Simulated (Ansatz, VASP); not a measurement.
# Zn2SeS in two plane-wave programs

Wanted: the spread between two codes on one cell, functional and k mesh. The cell is taken from a series of runs on this material, whose earlier steps may have relaxed, scaled, displaced or heated it; both programs get it as it stands.

Method: plane waves, with VASP 6.6.1 beside it; zone-centre phonons at PBEsol with D4, in Ansatz 0.2.0.

## 1. The structure

The structure is tetragonal, space group P-4m2 (No. 115). Conventional cell: a = 3.861 Å, b = 3.861 Å, c = 5.460 Å, α = 90.00°, β = 90.00°, γ = 90.00°. Nearest to Zn lie 2 S at 2.32 Å and 2 Se at 2.41 Å. Se has 4 Zn at 2.41 Å nearest. Nearest to S lie 4 Zn at 2.32 Å. Farther neighbours and most contacts between anions are not listed.

## 2. VASP: zone-centre phonons, PBEsol with D4

Second derivatives magnify differences that forces hide, and they need a tight electronic threshold.

Lines of VASP's logs that name or quote its potential files are left out, and so is its time.

Contents of INCAR:

```
SYSTEM = Zn2SeS
PREC = Accurate
ENCUT = 500
EDIFF = 1E-08
NELM = 120
ISMEAR = -1
SIGMA = 0.05
LREAL = .FALSE.
ALGO = Normal
GGA = PS
IVDW = 13
NELECT = 36.04
NBANDS = 24
LORBIT = 11
LWAVE = .FALSE.
LCHARG = .FALSE.
ISIF = 2
IBRION = 6
NFREE = 2
POTIM = 0.015
NSW = 1
LASPH = .TRUE.
GGA_COMPAT = .FALSE.
KPAR = 2
```

Contents of POSCAR:

```
Zn2SeS
1.0
    3.8613663361      0.0000000000      0.0000000000
    0.0000000000      3.8613663361      0.0000000000
    0.0000000000      0.0000000000      5.4597651621
Zn Se S
2 1 1
Direct
    0.5000000000      0.0000000000      0.7635396844
    0.0000000000      0.5000000000      0.2364603156
    0.0000000000      0.0000000000      0.5000000000
    0.5000000000      0.5000000000      0.0000000000
```

Contents of KPOINTS:

```
Automatic mesh
0
Gamma
10 10 6
0 0 0
```

PAW data sets: Zn, Se and S (PBE family, release 64).

Started as:

```bash
mpirun -np 2 vasp_std
```

Numbers of over 12 decimals in the logs are rounded to 6 here.

The log of the run:

```text
[banner, memory and clock lines left out]
running    2 mpi-ranks, on    1 nodes
 distrk:  each k-point on    1 cores,    2 groups
 distr:  one band on    1 cores,    1 groups

 POSCAR found type information on POSCAR ZnSeS
 POSCAR found :  3 types and       4 ions
|                                                                             |
|               ----> ADVICE to this user running VASP <----                  |
|                                                                             |
|     You enforced a specific xc type in the INCAR file but a different       |
|     [... a line on the potential file left out ...]
|     I HOPE YOU KNOW WHAT YOU ARE DOING!                                     |
|                                                                             |

 LDA part: xc-table for (Slater+PW92), standard interpolation
 POSCAR, INCAR and KPOINTS ok, starting setup
 FFT: planning ... GRIDC
 FFT: planning ... GRID_SOFT
 FFT: planning ... GRID
 WAVECAR not read
 entering main loop
       N       E                     dE             d eps       ncg     rms          rms(c)
DAV:   1     0.227138401567E+03    0.22714E+03   -0.16852E+04  4032   0.174E+03
DAV:   2     0.517065811105E+01   -0.22197E+03   -0.21480E+03  4264   0.353E+02
DAV:   3    -0.145052552495E+02   -0.19676E+02   -0.19579E+02  5056   0.108E+02
DAV:   4    -0.148609202117E+02   -0.35566E+00   -0.35548E+00  4488   0.149E+01
DAV:   5    -0.148657813627E+02   -0.48612E-02   -0.48608E-02  5104   0.167E+00BRMIX: very serious problems
 the old and the new charge density differ
 old charge density:    36.00000 new   36.03999
BRMIX: very serious problems
 the old and the new charge density differ
 old charge density:    36.00000 new   36.03999
    0.910E+00
DAV:   6    -0.141476529775E+02    0.71813E+00   -0.18663E+00  5408   0.406E+01    0.681E+00
DAV:   7    -0.141451673370E+02    0.24856E-02   -0.11999E+00  4360   0.674E+00    0.291E+00
DAV:   8    -0.141365028119E+02    0.86645E-02   -0.31497E-02  5672   0.225E+00    0.905E-01
DAV:   9    -0.141358795002E+02    0.62331E-03   -0.11189E-02  5528   0.165E+00    0.235E-01
DAV:  10    -0.141358861473E+02   -0.66471E-05   -0.65647E-04  4968   0.315E-01    0.145E-01
DAV:  11    -0.141359465759E+02   -0.60429E-04   -0.24227E-04  5608   0.111E-01    0.267E-02
DAV:  12    -0.141359544624E+02   -0.78865E-05   -0.32245E-05  4848   0.502E-02    0.164E-02
DAV:  13    -0.141359577740E+02   -0.33116E-05   -0.91979E-06  5216   0.383E-02    0.506E-03
DAV:  14    -0.141359576995E+02    0.74468E-07   -0.16045E-06  5360   0.222E-02    0.278E-03
DAV:  15    -0.141359577601E+02   -0.60592E-07   -0.24921E-07  4744   0.448E-03    0.123E-03
DAV:  16    -0.141359577483E+02    0.11805E-07   -0.63780E-08  4992   0.320E-03    0.614E-04
DAV:  17    -0.141359577555E+02   -0.71605E-08   -0.87936E-09  3016   0.709E-04
   1 F= -.14883298E+02 E0= -.14882515E+02  d E =-.156582E-02
[... from here on, the cycles between the ionic steps are left out ...]
   2 F= -.14882606E+02 E0= -.14881823E+02  d E =-.156574E-02
   3 F= -.14882606E+02 E0= -.14881823E+02  d E =-.156574E-02
   7 F= -.14881828E+02 E0= -.14881050E+02  d E =-.155545E-02
   8 F= -.14882393E+02 E0= -.14881610E+02  d E =-.156588E-02
   9 F= -.14882393E+02 E0= -.14881610E+02  d E =-.156588E-02
  10 F= -.14882207E+02 E0= -.14881423E+02  d E =-.156714E-02
  11 F= -.14882207E+02 E0= -.14881423E+02  d E =-.156714E-02
  12 F= -.14882420E+02 E0= -.14881637E+02  d E =-.156605E-02
  13 F= -.14882420E+02 E0= -.14881637E+02  d E =-.156605E-02
  14 F= -.14882315E+02 E0= -.14881532E+02  d E =-.156520E-02
 Finite differences progress:
  Degree of freedom:   7/  7
  Displacement:        1/  2
  Total:              13/ 14
 bond charge predicted
       N       E                     dE             d eps       ncg     rms          rms(c)
DAV:   1    -0.141321327162E+02    0.28423E-02   -0.53158E-01  7256   0.252E+00    0.352E-01
DAV:   2    -0.141350845597E+02   -0.29518E-02   -0.32006E-02  8032   0.106E+00    0.158E-01
DAV:   3    -0.141350013731E+02    0.83187E-04   -0.49562E-04  8280   0.240E-01    0.105E-01
DAV:   4    -0.141349760245E+02    0.25349E-04   -0.20950E-04  8512   0.110E-01    0.213E-02
DAV:   5    -0.141349751157E+02    0.90880E-06   -0.48248E-05  7408   0.118E-01    0.164E-02
DAV:   6    -0.141349750449E+02    0.70837E-07   -0.47822E-06  9520   0.346E-02    0.861E-03
DAV:   7    -0.141349750382E+02    0.66379E-08   -0.41836E-07  8344   0.563E-03    0.313E-03
DAV:   8    -0.141349750262E+02    0.12061E-07   -0.18072E-07  9680   0.404E-03    0.468E-04
DAV:   9    -0.141349750256E+02    0.60663E-09   -0.39828E-08  7432   0.145E-03
  15 F= -.14882315E+02 E0= -.14881532E+02  d E =-.156520E-02
 Finite differences progress:
  Degree of freedom:   7/  7
  Displacement:        2/  2
  Total:              14/ 14
```

Parts of OUTCAR (step 2):

```text
NELECT = 36.04

 ion  position               nearest neighbor table
   1  0.500  0.000  0.764-   4 2.32   4 2.32   3 2.41   3 2.41
   2  0.000  0.500  0.236-   4 2.32   4 2.32   3 2.41   3 2.41
   3  0.000  0.000  0.500-   1 2.41   2 2.41   2 2.41   1 2.41
   4  0.500  0.500  0.000-   1 2.32   2 2.32   1 2.32   2 2.32

  LATTYP: Found a simple tetragonal cell.
 ALAT       =     3.8613663361
 C/A-ratio  =     1.4139464342

 Subroutine GETGRP returns: Found  8 space group operations
 (whereof  8 operations were pure point group operations)

The static configuration has the point symmetry D_2d.

 Found     84 irreducible k-points:

   k-points           NKPTS =     84   k-points in BZ     NKDIM =     84   number of bands    NBANDS=     24

   dimension x,y,z NGX =    28 NGY =   28 NGZ =   40
   dimension x,y,z NGXF=    56 NGYF=   56 NGZF=   80

   ENCUT  =  500.0 eV  36.75 Ry    6.06 a.u.   7.04  7.04  9.95*2*pi/ulx,y,z

 k-points in reciprocal lattice and weights: Automatic mesh
   0.00000000  0.00000000  0.00000000       0.002
   0.10000000  0.00000000  0.00000000       0.007
   0.20000000  0.00000000  0.00000000       0.007
   0.30000000  0.00000000  0.00000000       0.007
   0.40000000  0.00000000  0.00000000       0.007
   0.50000000  0.00000000  0.00000000       0.003
   0.10000000  0.10000000  0.00000000       0.007
   0.20000000  0.10000000  0.00000000       0.013
   0.30000000  0.10000000  0.00000000       0.013
[...]
24       8.3731      0.00000

 k-point     3 :       0.2000    0.0000    0.0000
  band No.  band energies     occupation
    ...
     14      -1.1058      2.00000
     15      -0.0510      2.00000
     16       0.4692      2.00000
     17       1.4698      2.00000
     18       2.0349      2.00000
     19       5.0672      0.00127
     20       5.7032      0.00000
     21       7.2058      0.00000
     22       7.8352      0.00000
     23       8.4110      0.00000
    ...

 k-point     4 :       0.3000    0.0000    0.0000
  band No.  band energies     occupation
    ...
     14      -1.3561      2.00000
     15      -0.5283      2.00000
     16       0.2457      2.00000
     17       0.7985      2.00000
     18       1.8668      2.00000
     19       5.6692      0.00000
     20       6.1643      0.00000
     21       7.8584      0.00000
     22       8.3420      0.00000
     23       8.7453      0.00000
    ...

 k-point     5 :       0.4000    0.0000    0.0000
  band No.  band energies     occupation
    ...
     14      -1.4971      2.00000
     15      -1.0561      2.00000
     16       0.0598      2.00000
     17       0.5702      2.00000
     18       1.6417      2.00000
     19       6.1278      0.00000
     20       6.6309      0.00000
     21       8.1543      0.00000
     22       8.5387      0.00000
     23       9.0711      0.00000
    ...

  DFT-D4 for vdW energy calculation

  Edisp (eV):   -0.74734

  Total       0.55082     0.73633     0.63548     0.00000     0.00000     0.00000
  in kB      10.84084    14.49206    12.50717     0.00000     0.00000     0.00000
  external pressure =       12.61 kB  Pullay stress =        0.00 kB

  energy-cutoff  :      500.00
  volume of cell :       81.41
      direct lattice vectors                 reciprocal lattice vectors
     3.861366336  0.000000000  0.000000000     0.258975687  0.000000000  0.000000000
     0.000000000  3.861366336  0.000000000     0.000000000  0.258975687  0.000000000
     0.000000000  0.000000000  5.459765162     0.000000000  0.000000000  0.183158061

 POSITION                                       TOTAL-FORCE (eV/Angst)
 -----------------------------------------------------------------------------------
      1.93068      0.00000      4.16875         0.000000      0.000000     -0.008675
      0.00000      1.93068      1.29102         0.000000      0.000000     -0.079705
      0.00000      0.00000      2.72988         0.000000      0.000000     -0.042793
      1.93068      1.93068     -0.01500         0.000000      0.000000      0.131174
 -----------------------------------------------------------------------------------
    total drift:                               -0.000000      0.000000     -0.000206

  FREE ENERGIE OF THE ION-ELECTRON SYSTEM (eV)
  ---------------------------------------------------
  free  energy   TOTEN  =       -14.8823150586 eV

  energy  without entropy=      -14.8807498587  energy(sigma->0) =      -14.88153246

 Eigenvectors and eigenvalues of the dynamical matrix
 ----------------------------------------------------

   1 f  =    8.868503 THz    55.722445 2PiTHz  295.821403 cm-1    36.677163 meV
             X         Y         Z           dx          dy          dz
      1.930683  0.000000  4.168747    -0.026277   -0.193128   -0.000000
      0.000000  1.930683  1.291018     0.443311    0.011448   -0.000000
      0.000000  0.000000  2.729883     0.123374   -0.053747   -0.000000
      1.930683  1.930683  0.000000    -0.792495    0.345249    0.000000

   2 f  =    8.868503 THz    55.722445 2PiTHz  295.821403 cm-1    36.677163 meV
             X         Y         Z           dx          dy          dz
      1.930683  0.000000  4.168747     0.011448   -0.443311   -0.000000
      0.000000  1.930683  1.291018    -0.193128    0.026277   -0.000000
      0.000000  0.000000  2.729883    -0.053747   -0.123374   -0.000000
      1.930683  1.930683  0.000000     0.345249    0.792495    0.000000

   3 f  =    8.777276 THz    55.149251 2PiTHz  292.778408 cm-1    36.299880 meV
             X         Y         Z           dx          dy          dz
      1.930683  0.000000  4.168747    -0.000000   -0.000000    0.238401
      0.000000  1.930683  1.291018     0.000000    0.000000    0.238401
      0.000000  0.000000  2.729883     0.000000   -0.000000    0.156091
      1.930683  1.930683  0.000000    -0.000000    0.000000   -0.928421

   4 f  =    6.767206 THz    42.519611 2PiTHz  225.729704 cm-1    27.986904 meV
             X         Y         Z           dx          dy          dz
      1.930683  0.000000  4.168747     0.604286   -0.059672   -0.000000
      0.000000  1.930683  1.291018     0.104405   -0.345374    0.000000
      0.000000  0.000000  2.729883    -0.611943    0.349750   -0.000000
      1.930683  1.930683  0.000000    -0.056900    0.032521    0.000000

   5 f  =    6.767206 THz    42.519611 2PiTHz  225.729704 cm-1    27.986904 meV
             X         Y         Z           dx          dy          dz
      1.930683  0.000000  4.168747     0.345374    0.104405    0.000000
      0.000000  1.930683  1.291018     0.059672    0.604286   -0.000000
      0.000000  0.000000  2.729883    -0.349750   -0.611943    0.000000
      1.930683  1.930683  0.000000    -0.032521   -0.056900   -0.000000

   6 f  =    6.577381 THz    41.326903 2PiTHz  219.397809 cm-1    27.201849 meV
             X         Y         Z           dx          dy          dz
      1.930683  0.000000  4.168747     0.000000    0.000000    0.414497
      0.000000  1.930683  1.291018     0.000000    0.000000    0.414497
      0.000000  0.000000  2.729883    -0.000000   -0.000000   -0.806481
      1.930683  1.930683  0.000000    -0.000000   -0.000000    0.077280

   7 f  =    6.212405 THz    39.033693 2PiTHz  207.223531 cm-1    25.692432 meV
             X         Y         Z           dx          dy          dz
      1.930683  0.000000  4.168747     0.000000   -0.000000    0.707107
      0.000000  1.930683  1.291018     0.000000   -0.000000   -0.707107
      0.000000  0.000000  2.729883     0.000000    0.000000    0.000000
      1.930683  1.930683  0.000000     0.000000    0.000000   -0.000000

   8 f  =    2.141042 THz    13.452563 2PiTHz   71.417470 cm-1     8.854634 meV
             X         Y         Z           dx          dy          dz
      1.930683  0.000000  4.168747     0.493634    0.024860    0.000000
      0.000000  1.930683  1.291018    -0.691402   -0.017749   -0.000000
      0.000000  0.000000  2.729883     0.401172   -0.014425   -0.000000
      1.930683  1.930683  0.000000    -0.340675    0.012249    0.000000

   9 f  =    2.141042 THz    13.452563 2PiTHz   71.417470 cm-1     8.854634 meV
             X         Y         Z           dx          dy          dz
      1.930683  0.000000  4.168747    -0.017749    0.691402   -0.000000
      0.000000  1.930683  1.291018     0.024860   -0.493634   -0.000000
      0.000000  0.000000  2.729883    -0.014425   -0.401172   -0.000000
      1.930683  1.930683  0.000000     0.012249    0.340675   -0.000000

  10 f/i=    0.013500 THz     0.084824 2PiTHz    0.450316 cm-1     0.055832 meV
             X         Y         Z           dx          dy          dz
      1.930683  0.000000  4.168747    -0.000000   -0.000000    0.520920
      0.000000  1.930683  1.291018    -0.000000   -0.000000    0.520920
      0.000000  0.000000  2.729883    -0.000000   -0.000000    0.570284
      1.930683  1.930683  0.000000    -0.000000   -0.000000    0.363404

  11 f/i=    0.019471 THz     0.122338 2PiTHz    0.649472 cm-1     0.080524 meV
             X         Y         Z           dx          dy          dz
      1.930683  0.000000  4.168747     0.001392   -0.522551   -0.000000
      0.000000  1.930683  1.291018     0.001398   -0.520330   -0.000000
      0.000000  0.000000  2.729883     0.001523   -0.569158   -0.000000
      1.930683  1.930683  0.000000     0.000973   -0.363660   -0.000000

  12 f/i=    0.019471 THz     0.122338 2PiTHz    0.649472 cm-1     0.080524 meV
             X         Y         Z           dx          dy          dz
      1.930683  0.000000  4.168747    -0.520330   -0.001398   -0.000000
      0.000000  1.930683  1.291018    -0.522551   -0.001392   -0.000000
      0.000000  0.000000  2.729883    -0.569158   -0.001523   -0.000000
      1.930683  1.930683  0.000000    -0.363660   -0.000973   -0.000000

 ELASTIC MODULI CONTR FROM IONIC RELAXATION (kBar)
 Direction    XX          YY          ZZ          XY          YZ          ZX
 --------------------------------------------------------------------------------
 XX        -285.5418    283.7771     -2.5077      0.0000      0.0000      0.0000
 YY         283.7771   -285.5418     -2.5077      0.0000      0.0000     -0.0000
 ZZ          -2.5077     -2.5077     -7.1271      0.0000      0.0000     -0.0000
 XY           0.0000      0.0000      0.0000      0.0000      0.0000      0.0000
 YZ           0.0000      0.0000      0.0000      0.0000   -287.9799     -0.0000
 ZX           0.0000     -0.0000     -0.0000      0.0000     -0.0000   -287.9799
 --------------------------------------------------------------------------------

 total charge
# of ion       s       p       d       tot
------------------------------------------
    1        0.545   0.500   9.796  10.841
    2        0.545   0.500   9.796  10.841
    3        1.438   2.454   0.035   3.927
    4        1.314   2.413   0.000   3.728
--------------------------------------------------
tot          3.843   5.868  19.627  29.337

[... 1 further part left out ...]
```

CONTCAR:

```
Zn2SeS
   1.00000000000000
     3.8613663361000001    0.0000000000000000    0.0000000000000000
     0.0000000000000000    3.8613663361000001    0.0000000000000000
     0.0000000000000000    0.0000000000000000    5.4597651621000001
  Zn              Se              S
     2     1     1
Direct
     0.5000000000000000    0.0000000000000000    0.7635396844000013
     0.0000000000000000    0.5000000000000000    0.2364603155999987
     0.0000000000000000    0.0000000000000000    0.5000000000000000
     0.5000000000000000    0.5000000000000000   -0.0027473709133362
```

The cell is charged against a uniform background.

Levels, forces or a CONTCAR printed for this step are those of its last displaced cell, not of the structure at rest.

(Part 1 of 2 ends here.)

[Lines on the potential files, build, host, timing and source positions are cut from VASP's logs without a mark.]

[Logs are printed without paths, hosts, clocks, repeated set-up lines and the standing remarks that a program may print on its own settings, such as how far it seeks lower states.]

[Hosts, paths, dates, database ids (printed as entryN), source tags and the programs' standing remarks are cut or masked in the printed files.]
